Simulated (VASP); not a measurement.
Method: optB86b-vdW, VASP's PBE PAW potentials (set 64) (plane waves; VASP).

VASP input:

POSCAR:
```
TiCo
2.9470740
  1.0000001237   0.0000000000   0.0000000000
  0.0000000000   1.0000001237   0.0000000000
  0.0000000000   0.0000000000   1.0000001237
Ti Co
1 1
Cartesian
  0.0000000000   0.0000000000   0.0000000000
  0.5000000618   0.5000000618   0.5000000618
```

### INCAR
```
! general
SYSTEM    =  TiCo
PREC      =  Accurate
ENCUT     =  520
LREAL     =  .FALSE.
LASPH     =  .TRUE.

! electronic loop
EDIFF     =  1E-7
NELM      =  100
ALGO      =  Normal
LMAXMIX   =  4

! smearing
ISMEAR    =  -5

! functional
GGA       =  MK
LUSE_VDW  =  .TRUE.
AGGAC     =  0.0
PARAM1    =  0.1234
PARAM2    =  1.0

! ions
ISIF      =  2

! output
LWAVE     =  .FALSE.
LCHARG    =  .TRUE.
LORBIT    =  11
NEDOS     =  601
```

KPOINTS:
```
Automatic mesh
0
Gamma
14 14 14
0 0 0
```

POTCAR, in this order: Ti_sv Co (PBE.64 set). Program: vasp_std.

Output of the run:

### OSZICAR
```
       N       E                     dE             d eps       ncg     rms          rms(c)
DAV:   1     0.157577450732E+03    0.15758E+03   -0.10587E+04  3360   0.190E+03
DAV:   2    -0.351795189321E+01   -0.16110E+03   -0.15859E+03  3402   0.411E+02
DAV:   3    -0.124756408864E+02   -0.89577E+01   -0.88970E+01  5438   0.108E+02
DAV:   4    -0.127595741613E+02   -0.28393E+00   -0.28291E+00  4144   0.153E+01
DAV:   5    -0.127688895947E+02   -0.93154E-02   -0.93154E-02  4916   0.266E+00    0.135E+01
DAV:   6    -0.108250861218E+02    0.19438E+01   -0.12100E+01  4304   0.534E+01    0.558E+00
DAV:   7    -0.134393123349E+02   -0.26142E+01   -0.26274E+01  5516   0.490E+01    0.231E+01
DAV:   8    -0.105060969059E+02    0.29332E+01   -0.16671E+01  5030   0.399E+01    0.182E+00
DAV:   9    -0.105390456741E+02   -0.32949E-01   -0.22892E-01  4202   0.474E+00    0.178E+00
DAV:  10    -0.105243875607E+02    0.14658E-01   -0.71860E-02  5104   0.344E+00    0.514E-01
DAV:  11    -0.105229403176E+02    0.14472E-02   -0.43737E-03  4356   0.725E-01    0.321E-01
DAV:  12    -0.105221849729E+02    0.75534E-03   -0.30090E-03  4774   0.502E-01    0.709E-02
DAV:  13    -0.105221614431E+02    0.23530E-04   -0.15108E-04  4548   0.115E-01    0.322E-02
DAV:  14    -0.105221633740E+02   -0.19309E-05   -0.31311E-05  5178   0.578E-02    0.397E-03
DAV:  15    -0.105221643614E+02   -0.98742E-06   -0.18202E-06  3890   0.143E-02    0.109E-03
DAV:  16    -0.105221642181E+02    0.14335E-06   -0.76760E-08  2336   0.402E-03    0.447E-04
DAV:  17    -0.105221642061E+02    0.11975E-07   -0.10427E-08  1854   0.148E-03
   1 F= -.10522164E+02 E0= -.10522164E+02  d E =0.000000E+00
```

File OUTCAR:
```
------------------------ aborting loop because EDIFF is reached ----------------------------------------
  FORCE on cell =-STRESS in cart. coord.  units (eV):
  Direction    XX          YY          ZZ          XY          YZ          ZX
  --------------------------------------------------------------------------------------
  Total       -0.0350126     -0.0350126     -0.0350126      0.0000000      0.0000000     -0.0000000
  in kB       -2.1916026     -2.1916026     -2.1916026      0.0000000      0.0000000     -0.0000000
  external PRESSURE =      -2.1916026 kB  Pullay stress =       0.0000000 kB
  volume of cell :       25.60
      direct lattice vectors                 reciprocal lattice vectors
     2.947074365  0.000000000  0.000000000     0.339319568  0.000000000  0.000000000
     0.000000000  2.947074365  0.000000000     0.000000000  0.339319568  0.000000000
     0.000000000  0.000000000  2.947074365     0.000000000  0.000000000  0.339319568
 POSITION                                       TOTAL-FORCE (eV/Angst)
 -----------------------------------------------------------------------------------
      0.00000      0.00000      0.00000         0.000000      0.000000      0.000000
      1.47354      1.47354      1.47354         0.000000      0.000000      0.000000
 -----------------------------------------------------------------------------------
    total drift:                                0.000000      0.000000     -0.000000
  FREE ENERGIE OF THE ION-ELECTRON SYSTEM (eV)
  ---------------------------------------------------
  free  energy   TOTEN  =       -10.5221642061 eV

  energy  without entropy=      -10.5221642061  energy(sigma->0) =      -10.52216421

 total charge

# of ion       s       p       d       tot
------------------------------------------
    1        2.253   6.190   1.907  10.350
    2        0.537   0.463   7.384   8.384
--------------------------------------------------
tot          2.790   6.653   9.291  18.734
```
(Selected blocks of OUTCAR.)

For a metal the tetrahedron method with Blöchl corrections gives inexact stress and forces.

The compound is TiCo in the CsCl type structure. It was relaxed first. The run is not spin-polarised, so no magnetic state was tried. The electron count is odd and the run is not spin-polarised, which forces a metal.
